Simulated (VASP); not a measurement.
All values below come from optB86b-vdW, VASP's PBE PAW potentials (set 64) (plane waves; VASP 6.6.1).

VASP ran on this input.

**INCAR**
```
SYSTEM = LiH
PREC = Accurate; ENCUT = 520; LREAL = F
LASPH = T
EDIFF = 1E-7; NELM = 100; ALGO = Normal
ISMEAR = 0; SIGMA = 0.05
GGA = MK; LUSE_VDW = T; AGGAC = 0.0
PARAM1 = 0.1234; PARAM2 = 1.0
ISIF = 2
LWAVE = F; LCHARG = F
```

POSCAR:
```
LiH
1
    0.0000000000     2.0271624017     2.0271624017
    2.0271624017     0.0000000000     2.0271624017
    2.0271624017     2.0271624017     0.0000000000
Li H
1 1
Direct
  1.0000000000   1.0000000000   1.0000000000
  0.5000000000   0.5000000000   0.5000000000
```

### KPOINTS
```
Automatic mesh
0
gamma
11 11 11
```

POTCAR, in this order: Li_sv H (PBE.64 set). Program: vasp_std.

Question: What does the run give for the energy per atom (σ→0), pressure?

Answer: 
The energy per atom (σ→0) is -2.641 eV/atom and the pressure is -1.15 GPa.

### OSZICAR
```
...
DAV:   8    -0.528117876245E+01   -0.28119E-02   -0.76113E-03   786   0.772E-01    0.442E-02
DAV:   9    -0.528115921013E+01    0.19552E-04   -0.33762E-04   990   0.104E-01    0.130E-02
DAV:  10    -0.528115955531E+01   -0.34518E-06   -0.12553E-05   804   0.321E-02    0.367E-03
DAV:  11    -0.528115859697E+01    0.95833E-06   -0.83949E-07   900   0.931E-03    0.118E-03
DAV:  12    -0.528115686372E+01    0.17333E-05   -0.74540E-08   774   0.309E-03    0.147E-03
DAV:  13    -0.528115781045E+01   -0.94673E-06   -0.40027E-08   402   0.209E-03    0.126E-04
DAV:  14    -0.528115786639E+01   -0.55944E-07   -0.40159E-09   336   0.799E-04
   1 F= -.52811579E+01 E0= -.52811579E+01  d E =-.867676E-11
```

The compound is LiH in the rock salt structure. This cell is one point of a volume scan, at 1.03 of the reference volume.
